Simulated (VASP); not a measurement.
# W: which input changes matter

Aim: change the input of a sound run on W piece by piece and see what each change does. All runs use LDA. This is not the structure that W takes at ambient conditions. The start is a cell from a database of measured crystal structures.

Program: VASP 6.6.1. Level of theory: LDA; plane waves and PAW (W). Results are calculated unless marked as measured.

The starting crystal is not the ambient structure of W (bcc); it is a model or a phase of other conditions.

### Step 1. The structure

The structure is cubic, space group Fm-3m (No. 225). Conventional cell: a = 4.060 Å, b = 4.060 Å, c = 4.060 Å, α = 90.00°, β = 90.00°, γ = 90.00°. W has 12 W at 2.87 Å nearest.

### Step 2. Reference run

A single point gives energy, forces and stress at these settings. LDA, the lowest rung, knows the local density alone.

INCAR reads:

```
SYSTEM = W
PREC = Accurate
ENCUT = 400
EDIFF = 1E-06
NELM = 100
ISMEAR = -1
SIGMA = 0.05
LREAL = .FALSE.
ALGO = Normal
GGA = CA
NBANDS = 9
LASPH = .TRUE.
LORBIT = 11
LWAVE = .FALSE.
LCHARG = .FALSE.
KPAR = 2
ISIF = 2
```

POSCAR reads:

```
W
1.0
    0.0000000000      2.0300000000      2.0300000000
    2.0300000000      0.0000000000      2.0300000000
    2.0300000000      2.0300000000      0.0000000000
W
1
Direct
    0.0000000000      0.0000000000      0.0000000000
```

KPOINTS reads:

```
Automatic mesh
0
Gamma
8 8 8
0 0 0
```

The projector-augmented-wave data sets are W (LDA family, release 64).

Started as:

```sh
> mpirun -np 2 vasp_std
```

The program printed:

```text
[banner, memory and clock lines left out]
running    2 mpi-ranks, on    1 nodes
 distrk:  each k-point on    1 cores,    2 groups
 distr:  one band on    1 cores,    1 groups

 POSCAR found type information on POSCAR W
 POSCAR found :  1 types and       1 ions
 LDA part: xc-table for (Slater(with rela. corr.)+CA(PZ))
 , standard interpolation
 POSCAR, INCAR and KPOINTS ok, starting setup
 FFT: planning ... GRIDC
 FFT: planning ... GRID_SOFT
 FFT: planning ... GRID
 WAVECAR not read
 entering main loop
       N       E                     dE             d eps       ncg     rms          rms(c)
DAV:   1     0.124725570994E+01    0.12473E+01   -0.25638E+03   522   0.454E+02
DAV:   2    -0.140678721827E+02   -0.15315E+02   -0.14821E+02   609   0.105E+02
DAV:   3    -0.143850290085E+02   -0.31716E+00   -0.31516E+00   619   0.129E+01
DAV:   4    -0.143856571037E+02   -0.62810E-03   -0.62807E-03   624   0.611E-01
DAV:   5    -0.143856582127E+02   -0.11089E-05   -0.11085E-05   597   0.230E-02    0.181E+01
DAV:   6    -0.138387649674E+02    0.54689E+00   -0.45866E-01   567   0.428E+00    0.831E+00
DAV:   7    -0.136464201074E+02    0.19234E+00   -0.44022E-01   587   0.400E+00    0.280E-01
DAV:   8    -0.136438786610E+02    0.25414E-02   -0.24687E-03   541   0.364E-01    0.916E-02
DAV:   9    -0.136434962488E+02    0.38241E-03   -0.25285E-04   612   0.730E-02    0.179E-02
DAV:  10    -0.136434942258E+02    0.20231E-05   -0.13545E-05   600   0.264E-02    0.190E-02
DAV:  11    -0.136434945867E+02   -0.36089E-06   -0.40758E-07   311   0.628E-03
   1 F= -.13643495E+02 E0= -.13636712E+02  d E =-.135650E-01
```

Run time: 1.8 s. Hardware: 2 MPI ranks of Intel Xeon Platinum 8559C (Emerald Rapids), shared host; peak memory 0.21 GiB.

The logs omit lines about the potential files and the build; timing stands in the text.

From OUTCAR (step 2):

```text
ion  position               nearest neighbor table
   1  0.000  0.000  0.000-

  LATTYP: Found a face centered cubic cell.
 ALAT       =     4.0600000000

 Subroutine GETGRP returns: Found 48 space group operations
 (whereof 48 operations were pure point group operations)

The static configuration has the point symmetry O_h .

 Found     29 irreducible k-points:

   k-points           NKPTS =     29   k-points in BZ     NKDIM =     29   number of bands    NBANDS=      9

   dimension x,y,z NGX =    20 NGY =   20 NGZ =   20
   dimension x,y,z NGXF=    40 NGYF=   40 NGZF=   40

   ENCUT  =  400.0 eV  29.40 Ry    5.42 a.u.   4.68  4.68  4.68*2*pi/ulx,y,z

   NELECT =       6.0000    total number of electrons

 k-points in reciprocal lattice and weights: Automatic mesh
   0.00000000  0.00000000  0.00000000       0.002
   0.12500000  0.00000000  0.00000000       0.016
   0.25000000  0.00000000  0.00000000       0.016
   0.37500000  0.00000000  0.00000000       0.016
   0.50000000  0.00000000  0.00000000       0.008
   0.12500000  0.12500000  0.00000000       0.012
   0.25000000  0.12500000  0.00000000       0.047
   0.37500000  0.12500000  0.00000000       0.047
   0.50000000  0.12500000  0.00000000       0.047
[...]
-0.37500000  0.50000000  0.12500000       0.023
  -0.25000000  0.50000000  0.25000000       0.012

 average (electrostatic) potential at core
       1 -38.8842

 E-fermi :   6.6625

 k-point     1 :       0.0000    0.0000    0.0000
  band No.  band energies     occupation
      1      -2.0348      2.00000
      2       6.1588      1.99992
      3       6.1588      1.99992
      4       6.1588      1.99992
      5       9.1464      0.00000
      6       9.1464      0.00000
      7      20.2013      0.00000
      8      25.3188      0.00000
      9      25.3188      0.00000

 k-point     2 :       0.1250    0.0000    0.0000
  band No.  band energies     occupation
      1      -1.3979      2.00000
      2       5.7264      2.00000
      3       6.4338      1.97956
      4       6.4338      1.97956
      5       8.9407      0.00000
      6       8.9407      0.00000
      7      21.3947      0.00000
      8      23.1215      0.00000
      9      26.5232      0.00000

 k-point     3 :       0.2500    0.0000    0.0000
  band No.  band energies     occupation
      1       0.1186      2.00000
      2       5.2304      2.00000
      3       6.5837      1.65724
      4       6.5837      1.65723
      5       9.2666      0.00000
      6       9.2666      0.00000
      7      20.1790      0.00000
      8      23.7900      0.00000
      9      29.5957      0.00000

  Total       -1.9857549     -1.9857549     -1.9857549      0.0000000      0.0000000      0.0000000
  in kB     -190.1595410   -190.1595410   -190.1595410      0.0000000      0.0000000      0.0000000
  external PRESSURE =    -190.1595410 kB  Pullay stress =       0.0000000 kB

  energy-cutoff  :      400.00
  volume of cell :       16.73
      direct lattice vectors                 reciprocal lattice vectors
     0.000000000  2.030000000  2.030000000    -0.246305419  0.246305419  0.246305419
     2.030000000  0.000000000  2.030000000     0.246305419 -0.246305419  0.246305419
     2.030000000  2.030000000  0.000000000     0.246305419  0.246305419 -0.246305419

 POSITION                                       TOTAL-FORCE (eV/Angst)
 -----------------------------------------------------------------------------------
      0.00000      0.00000      0.00000         0.000000      0.000000     -0.000000
 -----------------------------------------------------------------------------------
    total drift:                                0.000000      0.000000     -0.000000

  FREE ENERGIE OF THE ION-ELECTRON SYSTEM (eV)
  ---------------------------------------------------
  free  energy   TOTEN  =       -13.6434945867 eV

  energy  without entropy=      -13.6299295950  energy(sigma->0) =      -13.63671209

 total charge
# of ion       s       p       d       tot
------------------------------------------
    1        0.668   0.644   4.052   5.364

[... 3 further parts left out ...]
```

The k-mesh is coarse for a metal. At this level the cell is under a tension of 19.0 GPa, so at these settings it is away from equilibrium. The data set W keeps the semicore shell frozen, which is cheaper and a little less accurate.

This step gave:

```yaml
scf_cycles: 11
electrons: 6
bands: 9
irreducible_k_points: 29
symmetry_operations: 48
free_energy_toten: -13.64 eV
energy_at_zero_smearing: -13.64 eV
fermi_energy: 6.662 eV
pressure: -19.02 GPa
metallic_judged_on_the_points_sampled: yes
```

The pressure is -19.02 GPa and the largest force 0.000 eV/Å, so the cell is not at a minimum at these settings.

### Step 3. Total energy, forces and stress (LDA) with a changed input

A single point gives energy, forces and stress at these settings. Some settings are moved from the usual, to see what they do.

Edit INCAR of step 2 so:

```diff
@@ -2,3 +2,3 @@
 PREC = Accurate
-ENCUT = 400
+ENCUT = 700
 EDIFF = 1E-06
```

POSCAR is that of step 2.

KPOINTS reads:

```
Automatic mesh
0
Gamma
10 10 10
0 0 0
```

Started as:

```sh
> mpirun -np 2 vasp_std
```

The program printed:

```text
[... set-up lines as in an earlier step ...]
 entering main loop
       N       E                     dE             d eps       ncg     rms          rms(c)
DAV:   1     0.108228566399E+02    0.10823E+02   -0.34359E+03   846   0.729E+02
DAV:   2    -0.137720760881E+02   -0.24595E+02   -0.23894E+02  1033   0.134E+02
DAV:   3    -0.143794305319E+02   -0.60735E+00   -0.59347E+00  1035   0.172E+01
DAV:   4    -0.143809460491E+02   -0.15155E-02   -0.15153E-02  1021   0.966E-01
DAV:   5    -0.143809482277E+02   -0.21787E-05   -0.21787E-05   983   0.312E-02    0.179E+01
DAV:   6    -0.138130942083E+02    0.56785E+00   -0.46847E-01   904   0.443E+00    0.814E+00
DAV:   7    -0.136274144924E+02    0.18568E+00   -0.42642E-01   935   0.404E+00    0.265E-01
DAV:   8    -0.136255304647E+02    0.18840E-02   -0.25624E-03   889   0.382E-01    0.171E-01
DAV:   9    -0.136248600629E+02    0.67040E-03   -0.44123E-04   950   0.978E-02    0.529E-02
DAV:  10    -0.136248563680E+02    0.36949E-05   -0.31884E-05  1008   0.401E-02    0.127E-02
DAV:  11    -0.136248567292E+02   -0.36123E-06   -0.62167E-07   539   0.862E-03
   1 F= -.13624857E+02 E0= -.13620351E+02  d E =-.901083E-02
```

Wall time 3.8 s (2 MPI ranks); peak memory 0.27 GiB; 6.3 s of CPU time.

From OUTCAR (step 3):

```text
The static configuration has the point symmetry O_h .

 Found     47 irreducible k-points:

   k-points           NKPTS =     47   k-points in BZ     NKDIM =     47   number of bands    NBANDS=      9

   dimension x,y,z NGX =    28 NGY =   28 NGZ =   28
   dimension x,y,z NGXF=    56 NGYF=   56 NGZF=   56

   ENCUT  =  700.0 eV  51.45 Ry    7.17 a.u.   6.19  6.19  6.19*2*pi/ulx,y,z

   NELECT =       6.0000    total number of electrons

 E-fermi :   6.7070

 k-point     1 :       0.0000    0.0000    0.0000
  band No.  band energies     occupation
      1      -2.0354      2.00000
      2       6.1668      1.99996
      3       6.1668      1.99996
      4       6.1668      1.99996
      5       9.1519      0.00000
      6       9.1519      0.00000
      7      20.2068      0.00000
      8      25.3129      0.00000
      9      25.3129      0.00000

 k-point     2 :       0.1000    0.0000    0.0000
  band No.  band energies     occupation
      1      -1.6214      2.00000
      2       5.8711      2.00000
      3       6.3558      1.99822
      4       6.3558      1.99822
      5       8.9995      0.00000
      6       8.9995      0.00000
      7      21.0208      0.00000
      8      23.6511      0.00000
      9      26.0957      0.00000

  Total       -1.9852085     -1.9852085     -1.9852085      0.0000000     -0.0000000     -0.0000000
  in kB     -190.1072168   -190.1072168   -190.1072168      0.0000000     -0.0000000     -0.0000000
  external PRESSURE =    -190.1072168 kB  Pullay stress =       0.0000000 kB

  energy-cutoff  :      700.00
  volume of cell :       16.73
      direct lattice vectors                 reciprocal lattice vectors
     0.000000000  2.030000000  2.030000000    -0.246305419  0.246305419  0.246305419
     2.030000000  0.000000000  2.030000000     0.246305419 -0.246305419  0.246305419
     2.030000000  2.030000000  0.000000000     0.246305419  0.246305419 -0.246305419

 POSITION                                       TOTAL-FORCE (eV/Angst)
 -----------------------------------------------------------------------------------
      0.00000      0.00000      0.00000         0.000000      0.000000      0.000000
 -----------------------------------------------------------------------------------
    total drift:                                0.000000     -0.000000     -0.000000

  FREE ENERGIE OF THE ION-ELECTRON SYSTEM (eV)
  ---------------------------------------------------
  free  energy   TOTEN  =       -13.6248567292 eV

  energy  without entropy=      -13.6158459016  energy(sigma->0) =      -13.62035132

 total charge
# of ion       s       p       d       tot
------------------------------------------
    1        0.667   0.640   4.050   5.358

[... 3 parts as in an earlier step ...]

[... 6 further parts left out ...]
```

The mesh holds 47 irreducible points against 29.

Numbers from this step:

```
irreducible k-points    : 47
free energy (TOTEN)     : -13.62 eV
energy at zero smearing : -13.62 eV
Fermi energy            : 6.707 eV
pressure                : -19.01 GPa
```

Against the reference run the energy at zero smearing moves by +16.36 meV an atom and the pressure by +0.01 GPa.

### Step 4. Self-consistent run (LDA) with a changed input

This run is made with a changed input; what comes of it follows.

Edit INCAR of step 3 so:

```diff
@@ -2,5 +2,5 @@
 PREC = Accurate
-ENCUT = 700
+ENCUT = 400
 EDIFF = 1E-06
-NELM = 100
+NELM = 61
 ISMEAR = -1
@@ -17 +17,3 @@
 ISIF = 2
+ISPIN = 2
+MAGMOM = up
```

POSCAR is that of step 3.

KPOINTS reads:

```
Automatic mesh
0
Gamma
8 8 8
0 0 0
```

Started as:

```sh
> mpirun -np 2 vasp_std
```

The program printed:

```text
[... set-up lines as in an earlier step ...]
 entering main loop
       N       E                     dE             d eps       ncg     rms          rms(c)
DAV:   1     0.124053210096E+01    0.12405E+01   -0.22657E+03  1044   0.407E+02
DAV:   2    -0.139617851544E+02   -0.15202E+02   -0.14557E+02  1213   0.103E+02
DAV:   3    -0.142836082626E+02   -0.32182E+00   -0.31988E+00  1221   0.128E+01
DAV:   4    -0.142842688995E+02   -0.66064E-03   -0.66061E-03  1243   0.620E-01
DAV:   5    -0.142842700852E+02   -0.11857E-05   -0.11845E-05  1202   0.235E-02    0.182E+01
DAV:   6    -0.138396019956E+02    0.44467E+00   -0.45535E-01  1122   0.426E+00    0.840E+00
DAV:   7    -0.136459860677E+02    0.19362E+00   -0.43797E-01  1170   0.399E+00    0.214E+00
DAV:   8    -0.136451588365E+02    0.82723E-03   -0.35509E-03  1117   0.451E-01    0.186E-01
DAV:   9    -0.136438662780E+02    0.12926E-02   -0.38835E-04  1167   0.101E-01    0.113E-01
DAV:  10    -0.136434731214E+02    0.39316E-03   -0.25445E-04  1144   0.857E-02    0.406E-02
DAV:  11    -0.136434931789E+02   -0.20057E-04   -0.20698E-05  1173   0.306E-02    0.120E-02
DAV:  12    -0.136434942244E+02   -0.10455E-05   -0.58770E-07   698   0.560E-03    0.541E-03
DAV:  13    -0.136434945611E+02   -0.33672E-06   -0.18998E-07   545   0.322E-03
   1 F= -.13643495E+02 E0= -.13636712E+02  d E =-.135647E-01  mag=    -0.0002
```

Elapsed: 3 s, on 2 MPI ranks; peak memory 0.22 GiB.

Parts of OUTCAR (step 4):

```text
The static configuration has the point symmetry O_h .

 Found     29 irreducible k-points:

   NELECT =       6.0000    total number of electrons

 E-fermi :   6.6625

 spin component 1
 k-point     1 :       0.0000    0.0000    0.0000
  band No.  band energies     occupation
      1      -2.0347      1.00000
      2       6.1589      0.99996
      3       6.1589      0.99996
      4       6.1589      0.99996
      5       9.1466      0.00000
      6       9.1466      0.00000
      7      20.2013      0.00000
      8      25.3189      0.00000
      9      25.3189      0.00000

 k-point     2 :       0.1250    0.0000    0.0000
  band No.  band energies     occupation
      1      -1.3979      1.00000
      2       5.7265      1.00000
      3       6.4340      0.98975
      4       6.4340      0.98975
      5       8.9408      0.00000
      6       8.9409      0.00000
      7      21.3948      0.00000
      8      23.1216      0.00000
      9      26.5233      0.00000

 k-point     3 :       0.2500    0.0000    0.0000
  band No.  band energies     occupation
      1       0.1186      1.00000
      2       5.2305      1.00000
      3       6.5838      0.82826
      4       6.5839      0.82825
      5       9.2668      0.00000
      6       9.2668      0.00000
      7      20.1790      0.00000
      8      23.7901      0.00000
      9      29.5889      0.00000

 k-point     4 :       0.3750    0.0000    0.0000
  band No.  band energies     occupation
      1       1.1476      1.00000
      2       6.1609      0.99996
      3       6.1609      0.99996
      4       6.1991      0.99991
      5      10.6895      0.00000
      6      10.6895      0.00000
      7      18.0939      0.00000
      8      21.2732      0.00000
      9      27.5739      0.00000

  Total       -1.9858696     -1.9858696     -1.9858696     -0.0000000     -0.0000000     -0.0000000
  in kB     -190.1705219   -190.1705219   -190.1705219     -0.0000000     -0.0000000     -0.0000000
  external PRESSURE =    -190.1705219 kB  Pullay stress =       0.0000000 kB

 POSITION                                       TOTAL-FORCE (eV/Angst)
 -----------------------------------------------------------------------------------
      0.00000      0.00000      0.00000         0.000000     -0.000000     -0.000000
 -----------------------------------------------------------------------------------
    total drift:                                0.000000      0.000000     -0.000000

  FREE ENERGIE OF THE ION-ELECTRON SYSTEM (eV)
  ---------------------------------------------------
  free  energy   TOTEN  =       -13.6434945611 eV

  energy  without entropy=      -13.6299298824  energy(sigma->0) =      -13.63671222

 magnetization (x)
# of ion       s       p       d       tot
------------------------------------------
    1       -0.000  -0.000  -0.000  -0.000

[... 9 parts as in an earlier step ...]

[... 9 further parts left out ...]
```

The run converged, and its energy and pressure stay near those of the sound run.

Energy and pressure equal those of the sound run on this cell, within 0.05 meV an atom and 0.01 GPa.

Settings moved from the usual: NELM = 61, ISPIN = 2 and MAGMOM = up.

MAGMOM takes numbers; a word is not a valid entry.

### Step 5. Total energy, forces and stress (LDA) with a changed input, try 2

A single point gives energy, forces and stress at these settings. Some settings are moved from the usual, to see what they do.

INCAR reads:

```
SYSTEM = W
PREC = Accurate
ENCUT = 400
EDIFF = 1E-06
NELM = 100
ISMEAR = -1
SIGMA = 0.05
LREAL = .FALSE.
ALGO = Normal
GGA = CA
NBANDS = 9
LASPH = .FALSE.
LORBIT = 11
LWAVE = .FALSE.
LCHARG = .FALSE.
KPAR = 2
ISIF = 2
NELECT = 5.98
```

POSCAR is that of step 4.

KPOINTS is that of step 4.

Started as:

```sh
> mpirun -np 2 vasp_std
```

The program printed:

```text
[... set-up lines as in an earlier step ...]
 entering main loop
       N       E                     dE             d eps       ncg     rms          rms(c)
DAV:   1     0.989241462503E+00    0.98924E+00   -0.20295E+03   522   0.364E+02
DAV:   2    -0.142165794003E+02   -0.15206E+02   -0.14750E+02   609   0.104E+02
DAV:   3    -0.145319829739E+02   -0.31540E+00   -0.31342E+00   619   0.129E+01
DAV:   4    -0.145326087835E+02   -0.62581E-03   -0.62578E-03   624   0.609E-01
DAV:   5    -0.145326098893E+02   -0.11059E-05   -0.11070E-05   597   0.230E-02BRMIX: very serious problems
 the old and the new charge density differ
 old charge density:     6.00000 new    5.98000
BRMIX: very serious problems
 the old and the new charge density differ
 old charge density:     6.00000 new    5.98000
    0.181E+01
DAV:   6    -0.139729071724E+02    0.55970E+00   -0.47383E-01   566   0.435E+00    0.826E+00
DAV:   7    -0.137795186665E+02    0.19339E+00   -0.44399E-01   586   0.401E+00    0.276E-01
DAV:   8    -0.137770693445E+02    0.24493E-02   -0.24370E-03   544   0.362E-01    0.940E-02
DAV:   9    -0.137766633626E+02    0.40598E-03   -0.27412E-04   610   0.757E-02    0.185E-02
DAV:  10    -0.137766599585E+02    0.34041E-05   -0.13822E-05   602   0.266E-02    0.194E-02
DAV:  11    -0.137766603465E+02   -0.38802E-06   -0.41521E-07   310   0.635E-03
   1 F= -.13776660E+02 E0= -.13769473E+02  d E =-.143752E-01
```

The job ended after 1.8 s (2 MPI ranks; peak memory 0.21 GiB; 2.1 s of CPU time).

Parts of OUTCAR (step 5):

```text
NELECT = 5.98

 ion  position               nearest neighbor table
   1  0.000  0.000  0.000-

 E-fermi :   6.6533

 k-point     1 :       0.0000    0.0000    0.0000
  band No.  band energies     occupation
      1      -2.0247      2.00000
      2       6.1593      1.99990
      3       6.1593      1.99990
      4       6.1593      1.99990
      5       9.1448      0.00000
      6       9.1448      0.00000
      7      20.2138      0.00000
      8      25.3330      0.00000
      9      25.3330      0.00000

  Total       -2.1950116     -2.1950116     -2.1950116     -0.0000000     -0.0000000      0.0000000
  in kB     -210.1983434   -210.1983434   -210.1983434     -0.0000000     -0.0000000      0.0000000
  external PRESSURE =    -210.1983434 kB  Pullay stress =       0.0000000 kB

 POSITION                                       TOTAL-FORCE (eV/Angst)
 -----------------------------------------------------------------------------------
      0.00000      0.00000      0.00000         0.000000      0.000000      0.000000
 -----------------------------------------------------------------------------------
    total drift:                                0.000000      0.000000     -0.000000

  FREE ENERGIE OF THE ION-ELECTRON SYSTEM (eV)
  ---------------------------------------------------
  free  energy   TOTEN  =       -13.7766603465 eV

  energy  without entropy=      -13.7622851400  energy(sigma->0) =      -13.76947274

[... 7 parts as in an earlier step ...]

[... 9 further parts left out ...]
```

The run converged; its settings lie outside those of the reference runs, so its numbers are set aside.

Settings moved from the usual: LASPH = False and NELECT = 5.98.

NELECT differs from the neutral count, so the cell is charged against a uniform background: another system, not a numerical setting.

(Continued in part 2 of 3.)

[Lines on the potential files, build, host, timing and source positions are cut from VASP's logs without a mark.]

[Logs are printed without paths, hosts, clocks, repeated set-up lines and the standing remarks that a program may print on its own settings, such as how far it seeks lower states.]

[Hosts, paths, dates, database ids (printed as entryN), source tags and the programs' standing remarks are cut or masked in the printed files.]

[A measured line is paired with the nearest computed mode of its activity, which favours agreement.]

[In band tables of VASP the shares of atoms and orbitals are scaled to a sum of 1 inside the atoms' spheres.]
